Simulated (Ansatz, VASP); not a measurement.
**Ni3Pt: VASP beside Ansatz**

```
CELL_PARAMETERS angstrom
3.62457 0.00000 0.00000
0.00000 3.62457 0.00000
0.00000 0.00000 3.62457
ATOMIC_POSITIONS crystal
Ni 0.50000 0.00000 0.50000
Ni 0.00000 0.50000 0.50000
Ni 0.50000 0.50000 0.00000
Pt 0.00000 0.00000 0.00000
```

The cell comes from a database or a generator and needn't be the stable form of this composition.

Alike in both runs: task single point; functional LDA; k mesh 6 × 6 × 6; occupations fermi-dirac, width 0.05 eV; collinear spin.

```csv
,VASP,Ansatz
version,VASP 6.6.1,Ansatz 0.2.0
potentials or method,"VASP PAW LDA potentials, release 64 (Ni, Pt)","plane waves, PAW"
plane-wave cutoff (eV),520,420
valence electrons in the cell,40,72
```

```csv
,VASP,Ansatz,Ansatz less VASP
gap on the k mesh at the Fermi level (eV),none,none,-
net moment per atom (μB),0.49,0.55,+0.059
size of the moment on the site where the two differ most (μB),0.56,0.65,+0.089
```

Site moments also hang on the region over which each program counts them. A gap of «none» marks a metal or a gap that the smearing closes. The two sets of potentials don't hold the same shells in valence.

Spin-orbit coupling is left out, which matters for the levels of Pt.
